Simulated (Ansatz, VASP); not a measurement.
# SrTl in two plane-wave programs, part 2 of 2

Aim: how closely do two programs agree when they are given the same cell, functional and k mesh? The cell is taken from a series of runs on this material, whose earlier steps may have relaxed, scaled, displaced or heated it; both programs get it as it stands.

VASP 6.6.1 and Ansatz 0.2.0.

So far: Set-up; Ansatz: relaxation of cell and atoms, PBEsol, pair 1; VASP: relaxation of cell and atoms, PBEsol, pair 1; Differences.

## (5) VASP: relaxation of cell and atoms, PBEsol, pair 2

Level of this step: PBEsol; plane waves and PAW (Sr_sv, Tl_d) (VASP).

The relaxed volume is the usual yardstick between codes: in a stiff, nearly cubic crystal its relative difference is about their pressure difference at one cell divided by the bulk modulus.

INCAR reads:

```
SYSTEM = SrTl
PREC = Accurate
ENCUT = 500
EDIFF = 1E-07
NELM = 120
ISMEAR = 1
SIGMA = 0.2
LREAL = .FALSE.
ALGO = Normal
GGA = PS
NBANDS = 17
LORBIT = 11
LWAVE = .FALSE.
LCHARG = .FALSE.
ISIF = 3
IBRION = 2
NSW = 80
EDIFFG = -0.005
LASPH = .TRUE.
GGA_COMPAT = .FALSE.
NELMIN = 4
KPAR = 2
```

POSCAR reads:

```
SrTl
1.0
    4.0216470000      0.0000000000      0.0000000000
    0.0000000000      4.0216470000      0.0000000000
    0.0000000000      0.0000000000      4.0216470000
Sr Tl
1 1
Direct
    0.0000000000      0.0000000000      0.0000000000
    0.5000000000      0.5000000000      0.5000000000
```

KPOINTS reads:

```
Automatic mesh
0
Gamma
12 12 12
0 0 0
```

PAW data sets: Sr_sv and Tl_d (PBE family, release 64).

Run with:

```console
mpirun -np 2 vasp_std
```

Numbers of over 12 decimals in the logs are rounded to 6 here.

The program printed:

```text
[banner, memory and clock lines left out]
running    2 mpi-ranks, on    1 nodes
[...]
[... a notice as in an earlier step ...]

 LDA part: xc-table for (Slater+PW92), standard interpolation
 POSCAR, INCAR and KPOINTS ok, starting setup
[...]
entering main loop
       N       E                     dE             d eps       ncg     rms          rms(c)
DAV:   1     0.105650519504E+03    0.10565E+03   -0.11566E+04  2864   0.120E+03
DAV:   2    -0.236233606284E+01   -0.10801E+03   -0.10666E+03  3375   0.255E+02
DAV:   3    -0.546748319778E+01   -0.31051E+01   -0.30914E+01  4555   0.346E+01
DAV:   4    -0.550898548728E+01   -0.41502E-01   -0.41423E-01  3652   0.332E+00
[...]
DAV:  10    -0.540863231047E+01   -0.40482E-04   -0.27733E-05  3910   0.403E-02    0.270E-02
DAV:  11    -0.540863265826E+01   -0.34779E-06   -0.11996E-06  3864   0.861E-03    0.547E-03
DAV:  12    -0.540863265381E+01    0.44474E-08   -0.59233E-07  4644   0.359E-03
   1 F= -.54086327E+01 E0= -.54072424E+01  d E =-.540863E+01
[...]
N       E                     dE             d eps       ncg     rms          rms(c)
DAV:   1    -0.541010438247E+01   -0.14717E-02   -0.28277E-02  2901   0.132E+00    0.234E-01
DAV:   2    -0.540891500878E+01    0.11894E-02   -0.33742E-03  3547   0.411E-01    0.909E-02
DAV:   3    -0.540867123351E+01    0.24378E-03   -0.64920E-04  4093   0.184E-01    0.573E-02
DAV:   4    -0.540867212470E+01   -0.89119E-06   -0.66794E-05  4940   0.358E-02    0.488E-02
DAV:   5    -0.540868337613E+01   -0.11251E-04   -0.22487E-05  4790   0.219E-02    0.119E-02
DAV:   6    -0.540868515820E+01   -0.17821E-05   -0.11008E-06  4748   0.735E-03    0.237E-03
DAV:   7    -0.540868538104E+01   -0.22284E-06   -0.84521E-08  1908   0.237E-03    0.927E-04
DAV:   8    -0.540868534700E+01    0.34048E-07   -0.12322E-08  1580   0.672E-04
   2 F= -.54086853E+01 E0= -.54073098E+01  d E =-.526932E-04
 trial-energy change:   -0.000053  1 .order   -0.000052   -0.000091   -0.000012
 step:   1.1365(harm=  1.1491)  dis= 0.00000  next Energy=    -5.408686 (dE=-0.535E-04)
 reached required accuracy - stopping structural energy minimisation
```

Parts of OUTCAR (step 5):

```text
  Total       -0.0046100     -0.0046100     -0.0046100      0.0000000     -0.0000000     -0.0000000
  in kB       -0.1138462     -0.1138462     -0.1138462      0.0000000     -0.0000000     -0.0000000
  external PRESSURE =      -0.1138462 kB  Pullay stress =       0.0000000 kB

 POSITION                                       TOTAL-FORCE (eV/Angst)
 -----------------------------------------------------------------------------------
      0.00000      0.00000      0.00000        -0.000000     -0.000000      0.000000
      2.00910      2.00910      2.00910         0.000000      0.000000      0.000000
 -----------------------------------------------------------------------------------
    total drift:                                0.000000      0.000000      0.000000

  FREE ENERGIE OF THE ION-ELECTRON SYSTEM (eV)
  ---------------------------------------------------
  free  energy   TOTEN  =        -5.4086853470 eV

  energy  without entropy=       -5.4045586954  energy(sigma->0) =       -5.40730980

[... 1 part as in an earlier step ...]

[... 3 further parts left out ...]
[key lines of the parts left out:]
E-fermi :   4.3924
```

## (6) Ansatz: relaxation of cell and atoms, PBEsol, pair 2

The same cell, functional, mesh and smearing now go to Ansatz, which takes its cutoff from its data sets.

The cell is taken from a series of runs on this material, whose earlier steps may have relaxed, scaled, displaced or heated it; both programs get it as it stands.

input.yaml reads:

```yaml
crystal:
  lattice:
    - [4.0216465945, 0.0, 0.0]
    - [0.0, 4.0216465945, 0.0]
    - [0.0, 0.0, 4.0216465945]
  atoms:
    - { symbol: Sr, position: [0.0, 0.0, 0.0] }
    - { symbol: Tl, position: [0.5, 0.5, 0.5] }
kpoints:
  mp_grid: { grid: [12, 12, 12] }
hamiltonian:
  xc: pbesol
  pseudopotentials: { kind: paw, azcp: { folder: soft_1 }, xc_functional: pbe }
scf:
  occupations: { method: methfessel_paxton, width: 0.2 }
output:
  forces: true
  stress: true
  eigenvalues: true
  write_density: true
  write_potential: true
  elf: true
  volumetric_format: npy
relax:
  adjacent_minimum: "off"
  f_tol: 0.001
  max_steps: 60
  cell: { stress_tol: 0.01 }
```

Run with:

```console
ansatz run input.yaml --threads 4 --pin off --max-ram 10240MiB --backend cpu --events-out ev --progress --plain --runs-dir out
```

The program printed:

```text
[...]
Crystal: 2 atoms, lattice volume = 65.045 Å³
Basis set: ecut = 420 eV, 1309 PW (Γ), exchange–correlation on 54×54×54 points (8 copies of the dense FFT grid, shifted against one another)
Bands: 16, of which v1, the nominal top of the filled ones, is band 12 counted from 1 (11 counted from 0)
Symmetry: 48 space group operations
[...]
k-points: 84 of 1728
[...]
k-point 83: bands = [... 8 lower, -2.0297, 4.4607, 7.6661, 7.6661, 7.6661, 13.5337, 13.5337, 13.5337]
--- Relaxed structure (3 steps of the walk, 3 accepted, 1 SCFs on fresh bases) ---
[...]
cell:  # Å, volume = 64.7910 Å³
    - [4.016413, 0, 0]
    - [0, 4.016413, 0.0]
    - [0, 0.0, 4.016413]
  atoms:
    - { symbol: Sr, position: [0, 0, 0] }
    - { symbol: Tl, position: [0.5, 0.5, 0.5] }
[key lines of the parts left out:]
SCF converged after 5 iterations
Free energy (F): -14790.843623 eV
Fermi energy:    9.151216 eV
P = ⅓ Tr σ = 0.0002 GPa (0.002 kbar)
```

## (7) Differences

Both answers:

| quantity | Ansatz | VASP | difference |
| --- | --- | --- | --- |
| volume (Å³) | 64.79 | 64.88 | -0.13 % |
| edge a after relaxation, in the typed setting (Å) | 4.016 | 4.018 | -0.04 % |

## (8) What came out

```
difference in volume (relaxation of cell and atoms, PBEsol, pair 1) : -0.099 %
difference in volume (relaxation of cell and atoms, PBEsol, pair 2) : -0.13 %
```

What this shows: The difference in volume is -0.13 % (relaxation of cell and atoms, PBEsol, pair 2), within the 1.2 % picked in this series as the mark of a large difference, as far as the stopping tolerances let one tell. How closely two codes agree says nothing of how well the functional describes the real material.

[Lines on the potential files, build, host, timing and source positions are cut from VASP's logs without a mark.]

[Logs are printed without paths, hosts, clocks, repeated set-up lines and the standing remarks that a program may print on its own settings, such as how far it seeks lower states.]

[Hosts, paths, dates, database ids (printed as entryN), source tags and the programs' standing remarks are cut or masked in the printed files.]
